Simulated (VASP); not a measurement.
Calculation: HSE06 screened hybrid, VASP's PBE PAW potentials (set 64) (plane waves; VASP).

The input files of a VASP run:

**INCAR**
```
LHFCALC = T
ENCUT = 400
AEXX = 0.25
LREAL = Auto   ! projection in real space or not
ISYM = 0
GGA = PE   ! PBE
LWAVE = F
LCHARG = F
SYSTEM = Ga32P31
NELMIN = 4
ISMEAR = 0   ! Gaussian
ISIF = 0
SIGMA = 0.05
ALGO = Normal
LASPH = T
HFSCREEN = 0.2   ! 1/Angstrom
PREC = Normal
LMAXMIX = 4   ! l cut-off of mixed one-centre charges
PRECFOCK = Fast
NELM = 50   ! most electronic steps
EDIFF = 1E-5   ! SCF stop (eV)
NELECT = 250.0
```

**POSCAR**
```
Ga32P31
11.0671090
  1.0000000188   0.0000000000   0.0000000000
  0.0000000000   1.0000000188   0.0000000000
  0.0000000000   0.0000000000   1.0000000188
Ga P
32 31
Cartesian
  0.4984907173   0.0005116138   0.0005442900
  0.7498865224   0.2500456040   0.9994008350
  0.7492243860   0.9991969696   0.2498498247
  0.0002139476   0.9997759528   0.9997753714
  0.2503961152   0.2486859141   0.0003822014
  0.5001627406   0.4999422141   0.9992108016
  0.7513004791   0.7495489705   0.0004422399
  0.2506000958   0.0005778841   0.2487669370
  0.5008050916   0.2519586591   0.2506538182
  0.7478622012   0.4985290989   0.2508788321
  0.5000412171   0.9992517889   0.4991934217
  0.7538442414   0.2464246886   0.5036241430
  0.7513430978   0.9999764644   0.7499701785
  0.9994936897   0.5015292576   0.0005214048
  0.2498208187   0.7501977423   0.9998158945
  0.0008611109   0.2506919552   0.2498753818
  0.2493701342   0.5000639879   0.2503153203
  0.5000058825   0.7505245035   0.2503010748
  0.0001251954   0.9998503214   0.5016996485
  0.2494822098   0.2500842344   0.4997836268
  0.5018183550   0.4978830393   0.4977636450
  0.7498552685   0.7503130287   0.4997618436
  0.2498005504   0.9997753017   0.7501855119
  0.5000213297   0.2506327897   0.7508414979
  0.7492750507   0.5000704809   0.7507899378
  0.9993460627   0.7493664013   0.2487990311
  0.0007700382   0.5000972786   0.4991310022
  0.2506373595   0.7493727903   0.5012467946
  0.0000583179   0.2486404481   0.7500182898
  0.2505795401   0.5012873516   0.7494067257
  0.4987252033   0.7493852484   0.7493451222
  0.0002200992   0.7502205511   0.7501779730
  0.6253987363   0.1269004871   0.1266165093
  0.8732032880   0.3744445065   0.1265132592
  0.8745126714   0.1254992319   0.3737236510
  0.1249223910   0.1250427655   0.1249937010
  0.3761325529   0.3759448673   0.1262453349
  0.6241721921   0.6237021612   0.1263959428
  0.8749286158   0.8751223888   0.1249916956
  0.3767666389   0.1270163174   0.3754379704
  0.8728566620   0.6230730636   0.3753179658
  0.6239241549   0.1258451771   0.6242466808
  0.8743034946   0.3762292772   0.6243627820
  0.8750201824   0.1249630896   0.8750672411
  0.1250925006   0.6250580656   0.1250878371
  0.3749799175   0.8748677644   0.1250992550
  0.1251474137   0.3749922670   0.3749794829
  0.3767027605   0.6232686043   0.3743923184
  0.6250261991   0.8748152863   0.3749932092
  0.1252122714   0.1250233834   0.6250298748
  0.3767032670   0.3742314478   0.6232057727
  0.6255856363   0.6231137831   0.6230504971
  0.8749293277   0.8747195860   0.6249957224
  0.3750254648   0.1250467875   0.8747965006
  0.6250479981   0.3749642515   0.8750870801
  0.8749209418   0.6250007052   0.8747994784
  0.1252247643   0.8747405829   0.3750334594
  0.1248875062   0.6249828246   0.6249020320
  0.3750396565   0.8751485286   0.6248883525
  0.1251497345   0.3750609919   0.8750793002
  0.3749837420   0.6250259042   0.8749913335
  0.6249450225   0.8748333628   0.8750710387
  0.1250467794   0.8749556377   0.8749976956
```

KPOINTS:
```
Automatic mesh
0
Gamma
1 1 1
0 0 0
```

POTCAR, in this order: Ga P (PBE.64 set). Program: vasp_gam. Read from the step before: WAVECAR.

The cell is charged, with a uniform compensating background. The supercell is sampled at Γ alone, which is coarse: total energies, pressure and levels can be off, energies of defects by several tenths of an eV.

**Question.** What does the run give for the energy per atom (σ→0)?

**Answer.** 
- energy per atom (σ→0) = -5.343 eV/atom

### OSZICAR
```
...
DAV:   5    -0.336628377980E+03    0.47441E-02   -0.26238E-03   364   0.892E-02    0.127E+00
DAV:   6    -0.336626666942E+03    0.17110E-02   -0.64359E-04   356   0.493E-02    0.695E-01
DAV:   7    -0.336626060372E+03    0.60657E-03   -0.21715E-04   340   0.303E-02    0.375E-01
DAV:   8    -0.336625856270E+03    0.20410E-03   -0.77692E-05   356   0.183E-02    0.200E-01
DAV:   9    -0.336625790457E+03    0.65814E-04   -0.24491E-05   239   0.107E-02    0.108E-01
DAV:  10    -0.336625770844E+03    0.19612E-04   -0.11321E-05   183   0.747E-03    0.551E-02
DAV:  11    -0.336625766137E+03    0.47069E-05   -0.41930E-06   191   0.427E-03
   1 F= -.33662577E+03 E0= -.33662577E+03  d E =-.685057E-11
```

The cell is a supercell with a defect, built from GaP (zinc blende): vac_P, charge +1. The cell's shape comes from a PBE relaxation. The run is not spin-polarised, so no state with unpaired spins was tried.
